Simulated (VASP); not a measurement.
# TaWC2 (R-3m) in VASP: a series of runs

One crystal, TaWC2, is run at these levels: PBE; tasks: band structure.

Program: VASP 6.6.1. These are calculated values, not measurements. Logs are shortened: lines on timing, memory, paths and dates and some standing lists are left out, and cuts for length are marked.

### 1 Starting point

Symmetry: R-3m, No. 166, trigonal system. Conventional cell: a = 3.144 Å, b = 3.144 Å, c = 15.305 Å, α = 90.00°, β = 90.00°, γ = 120.00°. W (site symmetry -3m) has 6 C at 2.21 Å as nearest neighbours. Ta (site symmetry -3m) is surrounded by 6 C at 2.23 Å. Around C (site symmetry 3m) lie 3 W at 2.21 Å and 3 Ta at 2.23 Å.

The cell comes from a database or a generator and needn't be the stable form of this composition.

### 2 Band structure, PBE

Contents of INCAR:

```
  PREC = Accurate
  ENCUT = 900
  EDIFF = 1E-6
  ISMEAR = -1
  SIGMA = 0.05
  LREAL = False
  LASPH = True
  NELM = 100
  ALGO = Normal
  ISIF = 2
  LWAVE = False
  LCHARG = False
  LMAXMIX = 4
  GGA = PE
  NBANDS = 24
```

Contents of KPOINTS:

```
regular mesh
0
Gamma
  7 7 7
```

Contents of POSCAR:

```
TaWC2
1.0
    1.5718551461      0.9075109917      5.1016196719
   -1.5718551461      0.9075109917      5.1016196719
    0.0000000000     -1.8150219835      5.1016196719
W Ta C
1 1 2
Direct
    0.0000000000      0.0000000000      0.0000000000
    0.5000000000      0.5000000000      0.5000000000
    0.2509330000      0.2509330000      0.2509330000
    0.7490670000      0.7490670000      0.7490670000
```

Contents of KPOINTS_OPT:

```
path GLB1,BZGX,QFP1Z,LP
15
line-mode
reciprocal
 0.0000000000  0.0000000000  0.0000000000  G
 0.5000000000  0.0000000000  0.0000000000  L

 0.5000000000  0.0000000000  0.0000000000  L
 0.5000000000  0.1877624847 -0.1877624847  B1

 0.8122375153  0.5000000000  0.1877624847  B
 0.5000000000  0.5000000000  0.5000000000  Z

 0.5000000000  0.5000000000  0.5000000000  Z
 0.0000000000  0.0000000000  0.0000000000  G

 0.0000000000  0.0000000000  0.0000000000  G
 0.3438812424  0.0000000000 -0.3438812424  X

 0.6561187576  0.3438812424  0.0000000000  Q
 0.5000000000  0.5000000000  0.0000000000  F

 0.5000000000  0.5000000000  0.0000000000  F
 0.6561187576  0.6561187576  0.1877624847  P1

 0.6561187576  0.6561187576  0.1877624847  P1
 0.5000000000  0.5000000000  0.5000000000  Z

 0.5000000000  0.0000000000  0.0000000000  L
 0.8122375153  0.3438812424  0.3438812424  P
```

Potentials or basis: VASP PAW PBE potentials, release 64 (W_sv, Ta_pv, C_h).

On the command line:

```
> cat potpaw_PBE.64/W_sv/POTCAR potpaw_PBE.64/Ta_pv/POTCAR potpaw_PBE.64/C_h/POTCAR > POTCAR
> mpirun -np 1 vasp_std > vasp.out
```

OUTCAR:

```text
PREC = Accurate
   ENCUT = 900
   EDIFF = 1E-6
   ISMEAR = -1
   LREAL = False
   LASPH = True
   NELM = 100
   ISIF = 2
   GGA = PE

 ion  position               nearest neighbor table
   1  0.000  0.000  0.000-   4 2.21   4 2.21   3 2.21   3 2.21   4 2.21   3 2.21   2 3.13   2 3.13
                             2 3.13   2 3.13   2 3.13   2 3.13
   2  0.500  0.500  0.500-   3 2.23   3 2.23   4 2.23   4 2.23   3 2.23   4 2.23   1 3.13   1 3.13
                             1 3.13   1 3.13   1 3.13   1 3.13
   3  0.251  0.251  0.251-   1 2.21   1 2.21   1 2.21   2 2.23   2 2.23   2 2.23
   4  0.749  0.749  0.749-   1 2.21   1 2.21   1 2.21   2 2.23   2 2.23   2 2.23

  LATTYP: Found a trigonal (rhomboedric) cell.
 ALAT       =     5.4148710120
 COS(alpha) =     0.8314693846

  Lattice vectors:

 A1 = (   1.5718551461,   0.9075109917,   5.1016196719)
 A2 = (  -1.5718551461,   0.9075109917,   5.1016196719)
 A3 = (   0.0000000000,  -1.8150219835,   5.1016196719)

Analysis of symmetry for initial positions (statically):
=====================================================================
 Subroutine PRICEL returns:
 Original cell was already a primitive cell.

 Routine SETGRP: Setting up the symmetry group for a
 trigonal (rhombohedral) supercell.

 Subroutine GETGRP returns: Found 12 space group operations
 (whereof 12 operations were pure point group operations)
 out of a pool of 12 trial point group operations.

The static configuration has the point symmetry D_3d.

Analysis of symmetry for dynamics (positions and initial velocities):
=====================================================================
 Subroutine PRICEL returns:
 Original cell was already a primitive cell.

 Routine SETGRP: Setting up the symmetry group for a
 trigonal (rhombohedral) supercell.

 Subroutine GETGRP returns: Found 12 space group operations
 (whereof 12 operations were pure point group operations)
 out of a pool of 12 trial point group operations.

The dynamic configuration has the point symmetry D_3d.

 Subroutine INISYM returns: Found 12 space group operations
 (whereof 12 operations are pure point group operations),
 and found     1 'primitive' translations

----------------------------------------------------------------------------------------

[... 94 lines left out ...]
   ENCUT  =  900.0 eV  66.15 Ry    8.13 a.u.  13.25 13.25 13.25*2*pi/ulx,y,z
   NELM   =    100;   NELMIN=  2; NELMDL= -5     # of ELM steps
   EDIFF  = 0.1E-05   stopping-criterion for ELM
   LREAL  =      F    real-space projection
   EDIFFG = 0.1E-04   stopping-criterion for IOM
   NSW    =      0    number of steps for IOM
   IBRION =     -1    ionic relax: 0-MD 1-quasi-New 2-CG
   NFREE  =      0    steps in history (QN), initial steepest desc. (CG)
   ISIF   =      2    stress and relaxation
   ISYM   =      2    0-nonsym 1-usesym 2-fastsym
   POTIM  = 0.5000    time-step for ionic-motion
   TEBEG  =    0.0;   TEEND  =   0.0 temperature during run
   PSTRESS=    0.0 pullay stress
   NELECT =      33.0000    total number of electrons
   NUPDOWN=      -1.0000    fix difference up-down
   EMIN   =  10.00;   EMAX   =-10.00  energy-range for DOS
   EFERMI =   0.00;   METHOD = LEGACY
   ISMEAR =    -1;   SIGMA  =   0.05  broadening in eV -4-tet -1-fermi 0-gaus
   EFERMI_NEDOS =   21; number of points for ismear=-14 and -15
   IALGO  =     38    algorithm
   IMIX   =      4    mixing-type and parameters
     AMIX     =   0.40;   BMIX     =  1.00
     AMIX_MAG =   1.60;   BMIX_MAG =  1.00
  volume/ion in A,a.u.               =      10.92        73.66
  Fermi-wavevector in a.u.,A,eV,Ry     =   1.491208  2.817975 30.255294  2.223701
  Thomas-Fermi vector in A             =   2.603892
   LORBIT       =      0    0 simple, 1 ext, 2 COOP (PROOUT), +10 PAW based schemes
   GGA     = PE    functional components
   LHFCALC =     F    Hartree Fock is set to
   AEXX    =    0.0000 exact exchange contribution
   IVDW    =     0    specifies the selected vdW correction
   LEPSILON=     F    determine dielectric tensor
   LRPA    =     F    only Hartree local field effects (RPA)
 non-spin polarized calculation
  energy-cutoff  :      900.00
  volume of cell :       43.66
 maximum number of plane-waves:      2713
 NGX is ok and might be reduce to    54
   NGX = 27   NGY = 27   NGZ = 27

 number of electron      33.0000000 magnetization

 Free energy of the ion-electron system (eV)
  ---------------------------------------------------
  ext. energy  EPLUGINS =         0.00000000
  ---------------------------------------------------
  free energy    TOTEN  =       -43.82000558 eV

  energy without entropy =      -43.80578614  energy(sigma->0) =      -43.81289586

 E-fermi :  10.5977     XC(G=0): -13.4291

 val. band max:       10.5565850202   @ k =  -0.1429   0.4286   0.1429
 cond. band min:      10.6410964383   @ k =   0.2857   0.1429   0.1429
 fundamental gap:      0.0845114180
 Fermi energy:        10.5976688808

 k-point     1 :       0.0000    0.0000    0.0000
  band No.  band energies     occupation
      1     -64.7551      2.00000
      2     -29.0234      2.00000
      3     -28.8223      2.00000
      4     -28.8223      2.00000
      5     -25.1373      2.00000
      6     -24.7651      2.00000
[... 637 lines left out ...]
     23      14.6317      0.00000
     24      16.2326      0.00000

 [... further k-points ...]

------------------------ aborting loop because EDIFF is reached ----------------------------------------

  FORCE on cell =-STRESS in cart. coord.  units (eV):
  Direction    XX          YY          ZZ          XY          YZ          ZX
  --------------------------------------------------------------------------------------
  -------------------------------------------------------------------------------------
  Total       -0.3291092     -0.3291092     -0.8970286      0.0000000      0.0000000      0.0000000
  in kB      -12.0761036    -12.0761036    -32.9149440      0.0000000      0.0000000      0.0000000
  external PRESSURE =     -19.0223837 kB  Pullay stress =       0.0000000 kB

 VOLUME and BASIS-vectors are now :
 -----------------------------------------------------------------------------
  energy-cutoff  :      900.00
  volume of cell :       43.66
      direct lattice vectors                 reciprocal lattice vectors
     1.571855146  0.907510992  5.101619672     0.318095469  0.183652505  0.065338727
    -1.571855146  0.907510992  5.101619672    -0.318095469  0.183652505  0.065338727
     0.000000000 -1.815021984  5.101619672     0.000000000 -0.367305009  0.065338727

 POSITION                                       TOTAL-FORCE (eV/Angst)
 -----------------------------------------------------------------------------------
      0.00000      0.00000      0.00000         0.000000      0.000000     -0.000000
      0.00000     -0.00000      7.65243         0.000000      0.000000      0.000000
      0.00000     -0.00000      3.84049         0.000000     -0.000000      0.038558
      0.00000     -0.00000     11.46436         0.000000      0.000000     -0.038558
 -----------------------------------------------------------------------------------
    total drift:                                0.000000     -0.000000      0.000000

  FREE ENERGIE OF THE ION-ELECTRON SYSTEM (eV)
  ---------------------------------------------------
  free  energy   TOTEN  =       -43.8200055822 eV

  energy  without entropy=      -43.8057861417  energy(sigma->0) =      -43.81289586
```

stdout:

```text
POSCAR found type information on POSCAR W TaC
 POSCAR found :  3 types and       4 ions
 scaLAPACK will be used
 LDA part: xc-table for (Slater+PW92), standard interpolation
 POSCAR, INCAR and KPOINTS ok, starting setup
 FFT: planning ... GRIDC
 FFT: planning ... GRID_SOFT
 FFT: planning ... GRID
 WAVECAR not read
 entering main loop
 Start KPOINTS_OPT (optional k-point list driver)
k-point batch [1-44\135]
k-point batch [45-88\135]
k-point batch [89-132\135]
k-point batch [133-135\135]
```

It took 7.5 min on 1 thread of AMD EPYC 9R45 (Zen 5), shared host; peak memory 0.43 GiB.

What came out:

```
Free energy             : -43.8200 eV
Pressure                : -1.9 GPa
Largest force           : 0.039 eV/Å
Band gap along the path : none (metal or under the smearing width)
```

Forces on the atoms (eV/Å):
```
W    0.000  0.000  0.000
Ta   0.000  0.000  0.000
C    0.000  0.000  0.039
C    0.000  0.000 -0.039
```

Stress tensor (GPa, compression positive):
```
-1.21  0.00  0.00
 0.00 -1.21  0.00
 0.00  0.00 -3.29
```

Levels at the corners of the path, in eV from the Fermi level:
```
point  band 13  band 14  band 15  band 16  band 17  band 18  band 19  band 20  band 21  band 22
    Γ    -2.18    -2.18    -2.05    -0.83    -0.83    -0.77    -0.24    -0.24     1.91     1.91
    L    -5.49    -4.84    -4.47    -1.30    -0.76     1.44     2.12     3.08     3.58     5.01
    L    -5.49    -4.84    -4.47    -1.30    -0.76     1.44     2.12     3.08     3.58     5.01
   B1    -5.39    -4.97    -4.95    -0.45    -0.11     1.19     2.17     2.93     2.99     5.34
    B    -5.39    -4.97    -4.95    -0.45    -0.11     1.19     2.17     2.93     2.99     5.34
    Z    -4.99    -4.37    -4.37    -0.97    -0.97     0.17     0.17     0.21     0.68     4.84
    Z    -4.99    -4.37    -4.37    -0.97    -0.97     0.17     0.17     0.21     0.68     4.84
    Γ    -2.18    -2.18    -2.05    -0.83    -0.83    -0.77    -0.24    -0.24     1.91     1.91
    Γ    -2.18    -2.18    -2.05    -0.83    -0.83    -0.77    -0.24    -0.24     1.91     1.91
    X    -5.38    -5.16    -4.85    -0.52     0.57     0.74     2.00     2.94     3.16     4.85
    Q    -5.38    -5.16    -4.85    -0.52     0.57     0.74     2.00     2.94     3.16     4.85
    F    -5.14    -5.14    -2.21    -2.15     1.20     1.62     1.77     2.52     3.41     3.57
    F    -5.14    -5.14    -2.21    -2.15     1.20     1.62     1.77     2.52     3.41     3.57
   P1    -5.52    -5.12    -2.58    -2.23     1.20     1.35     2.05     2.29     3.41     3.55
   P1    -5.52    -5.12    -2.58    -2.23     1.20     1.35     2.05     2.29     3.41     3.55
    Z    -4.99    -4.37    -4.37    -0.97    -0.97     0.17     0.17     0.21     0.68     4.84
    L    -5.49    -4.84    -4.47    -1.30    -0.76     1.44     2.12     3.08     3.58     5.01
    P    -5.52    -5.12    -2.58    -2.23     1.20     1.35     2.05     2.29     3.41     3.55
```

Caveat: the cutoff is under 1.25 times the usual one of these potentials, so pressure, stress and relaxed cells hold a basis-set (Pulay) error; spin-orbit coupling is left out, which moves the levels of the heavy elements.

### 3 Band structure, PBE

INCAR is that of step 2.

KPOINTS is that of step 2.

POSCAR is that of step 2.

KPOINTS_OPT is that of step 2.

Potentials or basis: VASP PAW PBE potentials, release 64 (W_sv, Ta_pv, C_s).

On the command line:

```
> cat potpaw_PBE.64/W_sv/POTCAR potpaw_PBE.64/Ta_pv/POTCAR potpaw_PBE.64/C_s/POTCAR > POTCAR
> mpirun -np 1 vasp_std > vasp.out
```

It took 7.8 min on 1 thread of AMD EPYC 9R45 (Zen 5), shared host; peak memory 0.44 GiB.

The run converged. Its results:

```
Free energy             : -43.8148 eV
Pressure                : -1.7 GPa
Largest force           : 0.036 eV/Å
Band gap along the path : none (metal or under the smearing width)
```

Forces in eV/Å, atoms in the order of the input:
```
W    0.000  0.000  0.000
Ta   0.000  0.000  0.000
C    0.000  0.000  0.036
C    0.000  0.000 -0.036
```

Stress tensor (GPa, compression positive):
```
-1.01  0.00  0.00
 0.00 -1.01  0.00
 0.00  0.00 -3.07
```

Levels at the corners of the path, in eV from the Fermi level:
| point | band 14 | band 15 | band 16 | band 17 | band 18 | band 19 | band 20 | band 21 |
| --- | --- | --- | --- | --- | --- | --- | --- | --- |
| Γ | -2.18 | -2.05 | -0.84 | -0.84 | -0.78 | -0.24 | -0.24 | 1.90 |
| L | -4.84 | -4.47 | -1.30 | -0.76 | 1.44 | 2.12 | 3.07 | 3.58 |
| L | -4.84 | -4.47 | -1.30 | -0.76 | 1.44 | 2.12 | 3.07 | 3.58 |
| B1 | -4.97 | -4.95 | -0.45 | -0.11 | 1.19 | 2.17 | 2.93 | 2.99 |
| B | -4.97 | -4.95 | -0.45 | -0.11 | 1.19 | 2.17 | 2.93 | 2.99 |
| Z | -4.37 | -4.37 | -0.97 | -0.97 | 0.17 | 0.17 | 0.21 | 0.68 |
| Z | -4.37 | -4.37 | -0.97 | -0.97 | 0.17 | 0.17 | 0.21 | 0.68 |
| Γ | -2.18 | -2.05 | -0.84 | -0.84 | -0.78 | -0.24 | -0.24 | 1.90 |
| Γ | -2.18 | -2.05 | -0.84 | -0.84 | -0.78 | -0.24 | -0.24 | 1.90 |
| X | -5.16 | -4.85 | -0.52 | 0.57 | 0.74 | 1.99 | 2.94 | 3.16 |
| Q | -5.16 | -4.85 | -0.52 | 0.57 | 0.74 | 1.99 | 2.94 | 3.16 |
| F | -5.14 | -2.22 | -2.15 | 1.20 | 1.62 | 1.77 | 2.52 | 3.41 |
| F | -5.14 | -2.22 | -2.15 | 1.20 | 1.62 | 1.77 | 2.52 | 3.41 |
| P1 | -5.12 | -2.59 | -2.23 | 1.20 | 1.35 | 2.05 | 2.28 | 3.41 |
| P1 | -5.12 | -2.59 | -2.23 | 1.20 | 1.35 | 2.05 | 2.28 | 3.41 |
| Z | -4.37 | -4.37 | -0.97 | -0.97 | 0.17 | 0.17 | 0.21 | 0.68 |
| L | -4.84 | -4.47 | -1.30 | -0.76 | 1.44 | 2.12 | 3.07 | 3.58 |
| P | -5.12 | -2.59 | -2.23 | 1.20 | 1.35 | 2.05 | 2.28 | 3.41 |

Caveat: spin-orbit coupling is left out, which moves the levels of the heavy elements.

### 4 Band structure, PBE

INCAR is that of step 3.

KPOINTS is that of step 3.

POSCAR is that of step 3.

KPOINTS_OPT is that of step 3.

Potentials or basis: VASP PAW PBE potentials, release 54 (W_sv, Ta_pv, C).

On the command line:

```
> cat potpaw_PBE.54/W_sv/POTCAR potpaw_PBE.54/Ta_pv/POTCAR potpaw_PBE.54/C/POTCAR > POTCAR
> mpirun -np 1 vasp_std > vasp.out
```

Run time: 7.6 min. Hardware: 1 thread of AMD EPYC 9R45 (Zen 5), shared host; peak memory 0.43 GiB.

Results (log left out):

```
Free energy             : -43.8181 eV
Pressure                : -1.8 GPa
Largest force           : 0.039 eV/Å
Band gap along the path : none (metal or under the smearing width)
```

Forces on the atoms (eV/Å):
```
W    0.000  0.000  0.000
Ta   0.000  0.000  0.000
C    0.000  0.000  0.039
C    0.000  0.000 -0.039
```

Stress tensor (GPa, compression positive):
```
-1.07  0.00  0.00
 0.00 -1.07  0.00
 0.00  0.00 -3.11
```

Levels at the corners of the path, in eV from the Fermi level:
```
point  band 15  band 16  band 17  band 18  band 19  band 20
    Γ    -2.05    -0.83    -0.83    -0.77    -0.24    -0.24
    L    -4.47    -1.30    -0.76     1.44     2.12     3.08
    L    -4.47    -1.30    -0.76     1.44     2.12     3.08
   B1    -4.95    -0.45    -0.11     1.19     2.17     2.93
    B    -4.95    -0.45    -0.11     1.19     2.17     2.93
    Z    -4.37    -0.97    -0.97     0.17     0.17     0.21
    Z    -4.37    -0.97    -0.97     0.17     0.17     0.21
    Γ    -2.05    -0.83    -0.83    -0.77    -0.24    -0.24
    Γ    -2.05    -0.83    -0.83    -0.77    -0.24    -0.24
    X    -4.85    -0.52     0.57     0.74     2.00     2.94
    Q    -4.85    -0.52     0.57     0.74     2.00     2.94
    F    -2.21    -2.15     1.20     1.62     1.77     2.52
    F    -2.21    -2.15     1.20     1.62     1.77     2.52
   P1    -2.58    -2.23     1.21     1.35     2.05     2.29
   P1    -2.58    -2.23     1.21     1.35     2.05     2.29
    Z    -4.37    -0.97    -0.97     0.17     0.17     0.21
    L    -4.47    -1.30    -0.76     1.44     2.12     3.08
    P    -2.58    -2.23     1.21     1.35     2.05     2.29
```

Caveat: spin-orbit coupling is left out, which moves the levels of the heavy elements.

### 5 For comparison

An earlier run on the cell as given: functional PBEsol; potentials or basis VASP PAW PBE potentials, release 64 (W_sv, Ta_pv, C); cutoff 520 eV; k mesh 10 × 10 × 10; occupations fermi-dirac, width 0.05 eV; no spin polarisation.

- Pressure: -10.0 GPa
- Largest force: 0.090 eV/Å
- Band gap on the k mesh: none (metal or under the smearing width)

### 6 Overview

| task | level | potentials or basis | k mesh | cutoff (eV) | ladder | pressure (GPa) | largest force (eV/Å) |
| --- | --- | --- | --- | --- | --- | --- | --- |
| band structure | PBE | VASP PAW PBE potentials, release 64 (W_sv, Ta_pv, C_h) | 7 × 7 × 7 | 900 | - | -1.9 | 0.04 |
| band structure | PBE | VASP PAW PBE potentials, release 64 (W_sv, Ta_pv, C_s) | 7 × 7 × 7 | 900 | - | -1.7 | 0.04 |
| band structure | PBE | VASP PAW PBE potentials, release 54 (W_sv, Ta_pv, C) | 7 × 7 × 7 | 900 | - | -1.8 | 0.04 |
| single point | PBEsol | VASP PAW PBE potentials, release 64 (W_sv, Ta_pv, C) | 10 × 10 × 10 | 520 | free | -10.0 | 0.09 |

Alike in all rows: no spin polarisation; cell as given; smearing fermi-dirac 0.05 eV.

Caveats: spin-orbit coupling is left out, which moves the levels of the heavy elements (some runs); the cutoff is under 1.25 times the usual one of these potentials, so pressure, stress and relaxed cells hold a basis-set (Pulay) error (some runs); the PAW data sets were made with another functional, which shifts forces and pressure a little (some runs).

Absolute energies hang on the potentials; compare differences alone.
